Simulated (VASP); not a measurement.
Given:

```xyz
4
Lattice="2.5100 0.0000 0.0000 -1.2550 2.1737 0.0000 0.0000 0.0000 6.5493" Properties=species:S:1:pos:R:3 pbc="T T T"
B      1.2550     0.7246     4.9120
B      0.0000     1.4491     1.6373
N      0.0000     1.4491     4.9120
N      1.2550     0.7246     1.6373
```

The numbers are results of optB88-vdW, VASP's PBE PAW potentials (set 64) (plane waves; VASP 6.6.1), not measurements. Settings: PREC = Normal, EDIFF = 1E-5, 500 eV cut-off, 13×13×5 Γ-centred mesh, Gaussian smearing of 0.050 eV, potentials B N.

Problem. Estimate the energy per atom (σ→0).

Solution. 
* **energy per atom (σ→0)**: -7.795 eV/atom

Only differences to runs with the same potentials and settings are physical.

The compound is BN in the hex structure. It was relaxed first.
